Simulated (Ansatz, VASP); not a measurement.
# LiW (LiW in the B2 ordering): VASP beside Ansatz

Wanted: the spread between two codes on one cell, functional and k mesh. The cell is generated by rule, not measured, and may not be a known phase. Of the first pair: The cell is taken from a series of runs on this material, whose earlier steps may have relaxed, scaled, displaced or heated it; both programs get it as it stands.

Method: plane waves, with VASP 6.6.1 beside it; relaxation of cell and atoms at PBEsol and zone-centre phonons at PBEsol, in Ansatz 0.2.0.

### 1. The starting structure

The structure is cubic, space group Pm-3m (No. 221). Conventional cell: a = 2.948 Å, b = 2.948 Å, c = 2.948 Å, α = 90.00°, β = 90.00°, γ = 90.00°. Li has 8 W at 2.55 Å nearest. W has 8 Li at 2.55 Å nearest. Farther neighbours are not listed.

### 2. VASP: relaxation of cell and atoms, PBEsol, pair 1

The relaxed volume is the usual yardstick between codes: in a stiff, nearly cubic crystal its relative difference is about their pressure difference at one cell divided by the bulk modulus.

Lines of VASP's logs that name or quote its potential files are left out, and so is its time.

File INCAR:

```
SYSTEM = LiW
PREC = Accurate
ENCUT = 750
EDIFF = 1E-07
NELM = 120
ISMEAR = 0
SIGMA = 0.1
LREAL = .FALSE.
ALGO = Normal
GGA = PS
NBANDS = 10
LASPH = .TRUE.
LORBIT = 11
LWAVE = .FALSE.
LCHARG = .FALSE.
ISIF = 3
IBRION = 2
NSW = 80
EDIFFG = -0.005
GGA_COMPAT = .FALSE.
NELMIN = 4
```

File POSCAR:

```
LiW
1.0
    2.9481610000      0.0000000000      0.0000000000
    0.0000000000      2.9481610000      0.0000000000
    0.0000000000      0.0000000000      2.9481610000
Li W
1 1
Direct
    0.0000000000      0.0000000000      0.0000000000
    0.5000001696      0.5000001696      0.5000001696
```

File KPOINTS:

```
Automatic mesh
0
Gamma
10 10 10
0 0 0
```

PAW data sets: Li_sv and W (PBE family, release 64).

On the command line:

```
mpirun -np 1 vasp_std
```

Numbers of over 12 decimals in the logs are rounded to 6 here.

The log of the run:

```text
[banner, memory and clock lines left out]
running    1 mpi-ranks, on    1 nodes
 distrk:  each k-point on    1 cores,    1 groups
 distr:  one band on    1 cores,    1 groups

 POSCAR found type information on POSCAR LiW
 POSCAR found :  2 types and       2 ions
|                                                                             |
|               ----> ADVICE to this user running VASP <----                  |
|                                                                             |
|     You enforced a specific xc type in the INCAR file but a different       |
|     [... a line on the potential file left out ...]
|     I HOPE YOU KNOW WHAT YOU ARE DOING!                                     |
|                                                                             |

 LDA part: xc-table for (Slater+PW92), standard interpolation
 POSCAR, INCAR and KPOINTS ok, starting setup
 FFT: planning ... GRIDC
 FFT: planning ... GRID_SOFT
 FFT: planning ... GRID
 WAVECAR not read
 entering main loop
       N       E                     dE             d eps       ncg     rms          rms(c)
DAV:   1     0.244847440448E+02    0.24485E+02   -0.43576E+03  1120   0.104E+03
DAV:   2    -0.132905559918E+02   -0.37775E+02   -0.35813E+02  1368   0.189E+02
DAV:   3    -0.148553660284E+02   -0.15648E+01   -0.14920E+01  1416   0.300E+01
DAV:   4    -0.149179329439E+02   -0.62567E-01   -0.62271E-01  1526   0.575E+00
DAV:   5    -0.149208196606E+02   -0.28867E-02   -0.28852E-02  1460   0.921E-01    0.163E+01
DAV:   6    -0.137965629695E+02    0.11243E+01   -0.22742E+00  1326   0.825E+00    0.566E+00
DAV:   7    -0.136770801909E+02    0.11948E+00   -0.47786E-01  1328   0.400E+00    0.875E-01
DAV:   8    -0.136713682088E+02    0.57120E-02   -0.10420E-02  1246   0.809E-01    0.106E-01
DAV:   9    -0.136714058758E+02   -0.37667E-04   -0.11555E-03  1460   0.230E-01    0.263E-02
DAV:  10    -0.136714026857E+02    0.31901E-05   -0.85693E-05  1354   0.687E-02    0.163E-02
DAV:  11    -0.136714035575E+02   -0.87177E-06   -0.13951E-05  1316   0.430E-02    0.644E-03
DAV:  12    -0.136714034031E+02    0.15441E-06   -0.56560E-07  1286   0.665E-03    0.269E-03
DAV:  13    -0.136714035106E+02   -0.10752E-06   -0.25705E-07  1246   0.547E-03    0.560E-04
DAV:  14    -0.136714035363E+02   -0.25739E-07   -0.86637E-09   756   0.826E-04
   1 F= -.13671404E+02 E0= -.13669061E+02  d E =-.136714E+02
 curvature:   0.00 expect dE= 0.000E+00 dE for cont linesearch  0.000E+00
 trial: gam= 0.00000 g(F)=  0.000E+00 g(S)=  0.164E-02 ort = 0.000E+00 (trialstep = 0.100E+01)
 search vector abs. value=  0.164E-02
 bond charge predicted
       N       E                     dE             d eps       ncg     rms          rms(c)
DAV:   1    -0.136729869773E+02   -0.15835E-02   -0.58623E-02  1130   0.204E+00    0.538E-01
DAV:   2    -0.136718685905E+02    0.11184E-02   -0.64515E-03  1514   0.643E-01    0.203E-01
DAV:   3    -0.136716186974E+02    0.24989E-03   -0.66979E-04  1254   0.185E-01    0.606E-02
DAV:   4    -0.136716071427E+02    0.11555E-04   -0.90564E-05  1882   0.572E-02    0.102E-02
DAV:   5    -0.136716089359E+02   -0.17931E-05   -0.88219E-06  1440   0.189E-02    0.361E-03
DAV:   6    -0.136716092650E+02   -0.32916E-06   -0.20405E-06  1310   0.125E-02    0.859E-04
DAV:   7    -0.136716092340E+02    0.31034E-07   -0.40657E-08   840   0.221E-03
   2 F= -.13671609E+02 E0= -.13669276E+02  d E =-.205698E-03
 trial-energy change:   -0.000206  1 .order   -0.000197   -0.001642    0.001249
 step:   0.5726(harm=  0.5681)  dis= 0.00000  next Energy=   -13.671875 (dE=-0.472E-03)
 bond charge predicted
       N       E                     dE             d eps       ncg     rms          rms(c)
DAV:   1    -0.136721264005E+02   -0.51714E-03   -0.10690E-02  1132   0.867E-01    0.228E-01
DAV:   2    -0.136719214366E+02    0.20496E-03   -0.11801E-03  1512   0.275E-01    0.869E-02
DAV:   3    -0.136718755380E+02    0.45899E-04   -0.12163E-04  1256   0.791E-02    0.257E-02
DAV:   4    -0.136718730444E+02    0.24936E-05   -0.16590E-05  1896   0.243E-02    0.416E-03
DAV:   5    -0.136718734684E+02   -0.42397E-06   -0.15163E-06  1440   0.805E-03    0.149E-03
DAV:   6    -0.136718738711E+02   -0.40277E-06   -0.30171E-07  1292   0.493E-03    0.483E-04
DAV:   7    -0.136718738889E+02   -0.17748E-07   -0.10831E-08   694   0.114E-03
   3 F= -.13671874E+02 E0= -.13669536E+02  d E =-.470353E-03
 curvature:  -0.28 expect dE=-0.221E-08 dE for cont linesearch -0.221E-08
 trial: gam= 0.00000 g(F)=  0.202E-50 g(S)=  0.779E-08 ort =-0.358E-05 (trialstep = 0.915E+00)
 search vector abs. value=  0.789E-08
 reached required accuracy - stopping structural energy minimisation
```

From OUTCAR (step 2):

```text
ion  position               nearest neighbor table
   1  0.000  0.000  0.000-   2 2.55   2 2.55   2 2.55   2 2.55   2 2.55   2 2.55   2 2.55   2 2.55

  LATTYP: Found a simple cubic cell.
 ALAT       =     2.9481610000

 Subroutine GETGRP returns: Found 48 space group operations
 (whereof 48 operations were pure point group operations)

The static configuration has the point symmetry O_h .

 Found     56 irreducible k-points:

   k-points           NKPTS =     56   k-points in BZ     NKDIM =     56   number of bands    NBANDS=     10

   dimension x,y,z NGX =    28 NGY =   28 NGZ =   28
   dimension x,y,z NGXF=    56 NGYF=   56 NGZF=   56

   ENCUT  =  750.0 eV  55.12 Ry    7.42 a.u.   6.58  6.58  6.58*2*pi/ulx,y,z

   NELECT =       9.0000    total number of electrons

 k-points in reciprocal lattice and weights: Automatic mesh
   0.00000000  0.00000000  0.00000000       0.001
   0.10000000  0.00000000  0.00000000       0.006
   0.20000000  0.00000000  0.00000000       0.006
   0.30000000  0.00000000  0.00000000       0.006
   0.40000000  0.00000000  0.00000000       0.006
   0.50000000  0.00000000  0.00000000       0.003
   0.10000000  0.10000000  0.00000000       0.012
   0.20000000  0.10000000  0.00000000       0.024
   0.30000000  0.10000000  0.00000000       0.024
[...]
0.50000000  0.50000000  0.40000000       0.006
   0.50000000  0.50000000  0.50000000       0.001

 average (electrostatic) potential at core
       1 -57.4081       2 -39.6477

 E-fermi :   5.4441

 k-point     1 :       0.0000    0.0000    0.0000
  band No.  band energies     occupation
      1     -38.1455      2.00000
      2      -1.6910      2.00000
      3       2.4669      2.00000
      4       2.4669      2.00000
      5       8.3840      0.00000
      6       8.3840      0.00000
      7       8.3840      0.00000
      8      13.7445      0.00000
      9      13.7445      0.00000
    ...

 k-point     2 :       0.1000    0.0000    0.0000
  band No.  band energies     occupation
      1     -38.1434      2.00000
      2      -1.5069      2.00000
      3       2.5339      2.00000
      4       2.6249      2.00000
      5       7.9619      0.00000
      6       7.9619      0.00000
      7       8.4112      0.00000
      8      13.3274      0.00000
      9      14.3207      0.00000
    ...

 k-point     3 :       0.2000    0.0000    0.0000
  band No.  band energies     occupation
      1     -38.1381      2.00000
      2      -1.0439      2.00000
      3       2.7162      2.00000
      4       3.1078      2.00000
      5       7.1006      0.00000
      6       7.1006      0.00000
      7       8.4833      0.00000
      8      12.4358      0.00000
      9      15.6543      0.00000
    ...

  Total        0.0003281      0.0003281      0.0003281      0.0000000     -0.0000000      0.0000000
  in kB        0.0206405      0.0206405      0.0206405      0.0000000     -0.0000000      0.0000000
  external PRESSURE =       0.0206405 kB  Pullay stress =       0.0000000 kB

  energy-cutoff  :      750.00
  volume of cell :       25.46
      direct lattice vectors                 reciprocal lattice vectors
     2.942026433  0.000000000 -0.000000000     0.339901773  0.000000000 -0.000000000
    -0.000000000  2.942026433 -0.000000000    -0.000000000  0.339901773 -0.000000000
     0.000000000  0.000000000  2.942026433     0.000000000  0.000000000  0.339901773

 POSITION                                       TOTAL-FORCE (eV/Angst)
 -----------------------------------------------------------------------------------
      0.00000      0.00000      0.00000         0.000000      0.000000      0.000000
      1.47101      1.47101      1.47101        -0.000000     -0.000000      0.000000
 -----------------------------------------------------------------------------------
    total drift:                               -0.000008     -0.000008     -0.000008

  FREE ENERGIE OF THE ION-ELECTRON SYSTEM (eV)
  ---------------------------------------------------
  free  energy   TOTEN  =       -13.6718738889 eV

  energy  without entropy=      -13.6671990141  energy(sigma->0) =      -13.66953645

 reached required accuracy - stopping structural energy minimisation

 total charge
# of ion       s       p       d       tot
------------------------------------------
    1        2.081   0.188   0.000   2.270
    2        0.661   0.475   4.031   5.166
--------------------------------------------------
tot          2.742   0.663   4.031   7.435

[... 3 further parts left out ...]
```

The data set W keeps the semicore shell frozen, which is cheaper and a little less accurate. The run keeps the 48 symmetry operations of its start, so it cannot find a distortion of lower symmetry.

### 3. Ansatz: relaxation of cell and atoms, PBEsol, pair 1

Ansatz runs on its default PAW (the set named soft_2) files.

The same cell, functional, mesh and smearing now go to Ansatz, which takes its cutoff from its data sets.

File input.yaml:

```yaml
crystal:
  lattice:
    - [2.9481610724, 0.0, 0.0]
    - [0.0, 2.9481610724, 0.0]
    - [0.0, 0.0, 2.9481610724]
  atoms:
    - { symbol: Li, position: [0.0, 0.0, 0.0] }
    - { symbol: W, position: [0.5, 0.5, 0.5] }
kpoints:
  mp_grid: { grid: [10, 10, 10] }
hamiltonian:
  xc: pbesol
scf:
  occupations: { method: gaussian, width: 0.1 }
output:
  forces: true
  stress: true
  eigenvalues: true
relax:
  adjacent_minimum: "off"
  f_tol: 0.005
  max_steps: 80
  cell: { stress_tol: 0.05 }
```

On the command line:

```
ansatz run input.yaml --threads 4 --pin off --max-ram 8192MiB --backend cpu --events-out ev --progress --plain --runs-dir out
```

The log of the run:

```text
Engine: ansatz 0.2.0, aarch64-unknown-linux-gnu
Pseudopotentials: kind: paw
Pseudopotential: Li, paw, valence charge 3, recommended cutoff 420 eV (normal), Li.paw.azcp
Pseudopotential: W, paw, valence charge 14, recommended cutoff 420 eV (normal), W.paw.azcp
Functional definition: PBEsol
  exchange = pbesol_x
  correlation = pbesol_c
Crystal: 2 atoms, lattice volume = 25.624 Å³
Basis set: ecut = 420 eV, 485 PW (Γ), exchange–correlation on 40×40×40 points (8 copies of the dense FFT grid, shifted against one another)
Bands: 13, of which v1, the nominal top of the filled ones, is band 9 counted from 1 (8 counted from 0)
Symmetry: 48 space group operations
Space group: Pm-3m (ITA 221), of the structure as read, at distance tolerance 2.9e-5 Å
k-points: 56 of 1000
Non-local potential: Li, projectors of the file, l = 0: 3, l = 1: 2, l = 2: 1
Non-local potential: W, projectors of the file, l = 0: 3, l = 1: 2, l = 2: 2, l = 3: 1
PAW form: soft (Blöchl's): semilocal exchange-correlation on the pseudo side does not see the compensation charge
PAW frozen core: W, regenerated for the run's functional, and the local potential with it (the file was generated under x = pbe(κ = 0.804, μ = 0.219515), c = pbe(β = 0.066725))
PAW one-centre angular grid: Li, 110 points (default); XC on 64 Gauss nodes
PAW one-centre angular grid: W, 590 points (default); XC on 64 Gauss nodes
Initial density: superposition of atomic densities (neutral atoms: chi_scale 0, normalization atom), corrected by the library's trained network
Initial wavefunctions: pseudopotential atomic-orbital guess
Functional: x = pbesol(κ = 0.804, μ = 0.123457), c = pbesol(β = 0.046)
SCF iter   1: F=—  HF=-10457.427632 eV  |F-HF|=—  |Δ(HF+E_count)|=         —  Δρ=2.76e-3  dr2=7.94e-4  ethr=1.77e-3  ⟨swp⟩=5.0  Hψ=3666  notcnv=0
preconditioner: auto → none  [insulator: Δε(μ)=0.141 eV  Ē_g=6.984 eV  σ=0.100 eV  W_gap=0.61  n_scr=6 (ndim 8)  ℏωp=19.4 eV  f_vac=0.000  D(μ)=0.94/eV (n_scr^D=6)  ε∞_Penn≈8.7]
SCF iter   2: F=—  HF=-10457.427589 eV  |F-HF|=—  |Δ(HF+E_count)|=   4.32e-5  Δρ=1.21e-3  dr2=1.29e-4  ethr=4.67e-6  ⟨swp⟩=2.0  Hψ=1469  notcnv=0
SCF iter   3: F=—  HF=-10457.427542 eV  |F-HF|=—  |Δ(HF+E_count)|=   4.74e-5  Δρ=2.76e-4  dr2=2.26e-5  ethr=7.60e-7  ⟨swp⟩=2.0  Hψ=1109  notcnv=0
SCF iter   4: F=—  HF=-10457.427498 eV  |F-HF|=—  |Δ(HF+E_count)|=   4.35e-5  Δρ=7.14e-5  dr2=4.77e-7  ethr=1.33e-7  ⟨swp⟩=2.1  Hψ=913  notcnv=0
iter 5 did not close the SCF: its close was put off for the readings that it lacked (scf_convergence_deferred on its scf_iter line)
SCF iter   5: F=-10457.427499 eV  HF=-10457.427499 eV  |F-HF|=5.09e-9  |Δ(HF+E_count)|=   1.44e-7  Δρ=8.97e-6  dr2=9.81e-9  ethr=2.80e-9  ⟨swp⟩=2.3  Hψ=1101  notcnv=0
SCF iter   6: F=-10457.427499 eV  HF=-10457.427499 eV  |F-HF|=3.46e-11  |Δ(HF+E_count)|=   1.92e-9  Δρ=2.00e-6  dr2=2.30e-10  ethr=5.77e-11  ⟨swp⟩=3.1  Hψ=2628  notcnv=0
SCF 1 converged in 6 iterations: F = -10457.427499 eV  dr2 = 2.30e-10
  greatest PAW one-centre occupation: 1.001 electrons in one spin orbital (limit 2), on the Li atom at site 0 (counted from 0), in its partial waves of l = 0
relax step   1: F+E_penalty+E_count = -10457.42749852 eV  Δ(F+E_penalty+E_count) = +0.000e0 eV  max|allowed force component| = 1.182e-29 eV/Å  Δτ_max = 0.0000 Å  P = +0.040 GPa  Ω = 25.624 Å³  (6 SCF iters, dr2 threshold 1.00e-7 eV, accepted)
Initial density: handed on by an earlier stage of this run
Initial wavefunctions: pseudopotential atomic-orbital guess (no wavefunctions were taken with the density)
iter 1 solved again at ethr=7.97e-9 eV; its pass at ethr=3.10e-3 eV (dr2=1.35e-6 eV) is discarded
SCF iter   1: F=—  HF=-10457.427534 eV  |F-HF|=—  |Δ(HF+E_count)|=         —  Δρ=2.20e-6  dr2=7.33e-10  ethr=7.97e-9  ⟨swp⟩=3.7  Hψ=5840  notcnv=0
preconditioner: auto → none  [insulator: Δε(μ)=0.142 eV  Ē_g=6.985 eV  σ=0.100 eV  W_gap=0.61  n_scr=6 (ndim 8)  ℏωp=19.4 eV  f_vac=0.000  D(μ)=0.94/eV (n_scr^D=6)  ε∞_Penn≈8.7]
SCF iter   2: F=—  HF=-10457.427499 eV  |F-HF|=—  |Δ(HF+E_count)|=   3.56e-5  Δρ=1.62e-6  dr2=6.40e-10  ethr=4.31e-12  ⟨swp⟩=2.8  Hψ=1314  notcnv=0
SCF iter   3: F=—  HF=-10457.427499 eV  |F-HF|=—  |Δ(HF+E_count)|=  1.69e-10  Δρ=1.03e-6  dr2=1.30e-10  ethr=3.76e-12  ⟨swp⟩=1.8  Hψ=844  notcnv=0
SCF iter   4: F=—  HF=-10457.427499 eV  |F-HF|=—  |Δ(HF+E_count)|=  3.64e-12  Δρ=3.08e-7  dr2=3.76e-11  ethr=1.00e-12  ⟨swp⟩=2.0  Hψ=1139  notcnv=0
SCF iter   5: F=-10457.427499 eV  HF=-10457.427499 eV  |F-HF|=7.28e-12  |Δ(HF+E_count)|=  5.46e-12  Δρ=1.68e-7  dr2=9.94e-12  ethr=1.00e-12  ⟨swp⟩=5.0  Hψ=2473  notcnv=0
SCF 2 converged in 5 iterations: F = -10457.427499 eV  dr2 = 9.94e-12
relax step   2: F+E_penalty+E_count = -10457.42749852 eV  Δ(F+E_penalty+E_count) = -2.547e-11 eV  max|allowed force component| = 9.236e-30 eV/Å  Δτ_max = 0.0000 Å  P = +0.040 GPa  Ω = 25.624 Å³  stress off target by 4.04e-2 GPa  SCF on the basis re-selected at this cell (its energy is not comparable with the rows above)  (5 SCF iters)
basis re-selected at this cell: Δ(F+E_penalty+E_count) = -2.547e-11 eV, ΔP = -0.000 GPa vs the last step (what re-selecting the basis moved, of the pressure what is left beyond the Pulay correction that the steps carried, after the strain that the cell walked since its last selection, with what the two solves' SCF thresholds leave and, on support functions, any second-order correction that the steps lacked; it is no  [...]
SCF converged after 5 iterations
Free energy (F): -10457.427499 eV
Harris-Foulkes:  -10457.427499 eV  (|F-HF|=7.28e-12)
Internal energy: -10457.422820 eV  (E = F + TS)
E sigma→0 (E₀):  -10457.425159 eV
Entropy (-TS):   -0.004679 eV (-2.339 meV/atom)
Fermi energy:    14.898880 eV
--- Per-component energies (eV) ---
  E_band       = -225.090312
  E_kinetic    = 471.899339
  E_local      = -893.328805  (includes V_loc(G=0)·N_el)
  E_nonlocal   = -27.546642
  E_hartree    = 306.861908
  E_xc         = -274.651067
  E_vxc        = -250.971611  (∫ρ·V_xc dr)
  E_paw        = -8455.909271  (= ΣΔE_a)
  E_vpaw       = -138.866276  (= ΣTr[D̂ρ^β])
  E_aug_tail   = -0.000056  (compensation charges beyond the density's cutoff)
  E_ewald      = -1584.970019
  E_core_change = 0.221792  (= ΣΔE_core)
  E_smearing   = -0.004679  (= −TS)
  E_closure    = -0.000000  (closes the sum)
  Σ components = -10457.427499   (vs F -10457.427499, Δ=0.00e0)
--- Forces (eV/Å), atoms counted from 1 ---
  atom   1  Li    -0.00000000     0.00000000    -0.00000000
  atom   2  W      0.00000000     0.00000000    -0.00000000
  max |Σ_I F_I| component: 1.73e-29 eV/Å
--- Stress (GPa, compression-positive) ---
        0.040383      -0.000000       0.000000
        0.000000       0.040383       0.000000
        0.000000       0.000000       0.040383
  P = ⅓ Tr σ = 0.0404 GPa (0.404 kbar)
--- Band table (eV; the first three rows and the last of 56) ---
  k-point 0: bands = [... 5 lower, 7.7789, 11.9407, 11.9407, 17.8383, 17.8383, 17.8383, 23.0925, 23.0925]
  k-point 1: bands = [... 5 lower, 7.9635, 12.0073, 12.0985, 17.4145, 17.4145, 17.8654, 22.6785, 23.6702]
  k-point 2: bands = [... 5 lower, 8.4259, 12.1888, 12.5801, 16.5536, 16.5536, 17.9373, 21.7977, 25.0000]
  k-point 55: bands = [... 5 lower, 11.2902, 11.2902, 11.2902, 19.9490, 19.9490, 21.7744, 21.7744, 21.7744]
--- Relaxed structure (1 steps of the walk, 1 accepted, 1 SCFs on fresh bases) ---
  F+E_penalty+E_count = -10457.42749852 eV   max|allowed force component| = 9.236e-30 eV/Å   (the final SCF, on the basis selected at the relaxed cell)
  cell:  # Å, volume = 25.6244 Å³
    - [2.9481610724, 0.0, 0.0]
    - [0.0, 2.9481610724, 0.0]
    - [0.0, 0.0, 2.9481610724]
  atoms:
    - { symbol: Li, position: [0.0, 0.0, 0.0] }
    - { symbol: W, position: [0.5, 0.5, 0.5] }
```

### 4. Differences

Known differences besides the potentials themselves: the data sets hold 17 valence electrons in Ansatz (on its default PAW (the set named soft_2) files) and 9 in VASP; the cutoff is 420 eV in Ansatz and 750 eV in VASP; Ansatz makes its cores anew for this functional, VASP keeps those of its PBE data sets; Ansatz adds a Pulay correction to the stress that steers its cell, VASP none. Total energies have different zeros and are not compared.

Both answers:

```
                                         quantity  Ansatz   VASP  difference
                                      volume (Å³)   25.62  25.46     +0.63 %
edge a after relaxation, in the typed setting (Å)   2.948  2.942     +0.21 %
```

(Part 1 of 2 ends here.)

[Lines on the potential files, build, host, timing and source positions are cut from VASP's logs without a mark.]

[Logs are printed without paths, hosts, clocks, repeated set-up lines and the standing remarks that a program may print on its own settings, such as how far it seeks lower states.]

[Hosts, paths, dates, database ids (printed as entryN), source tags and the programs' standing remarks are cut or masked in the printed files.]
